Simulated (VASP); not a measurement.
# InSb: band structure with TB-mBJ

The system is InSb.

```
In Sb
1.0
     0.00000    3.26032    3.26032
     3.26032    0.00000    3.26032
     3.26032    3.26032    0.00000
In Sb
1 1
Cartesian
  0.0000 0.0000 0.0000
  1.6302 1.6302 1.6302
```

```json
{
  "Program": "VASP 6.6.1",
  "Task": "band structure",
  "Functional": "TB-mBJ",
  "Potentials or basis": "VASP PAW PBE potentials, release 64 (In_d, Sb)",
  "Cutoff": "520 eV",
  "k mesh": "6 × 6 × 6",
  "Occupations": "gaussian, width 0.03 eV",
  "Spin": "spin-orbit coupling, no magnetisation",
  "Further INCAR settings": "ALGO = Normal; EDIFF = 1e-07; NBANDS = 32"
}
```

```
Valence electrons inside the program's atomic spheres : In 11.41; Sb 2.48
```

Wall time 20 min on 1 thread of Intel(R) Xeon(R) Platinum 8375C CPU @ 2.90GHz (Ice Lake), on a shared host, peak memory 0.47 GiB.
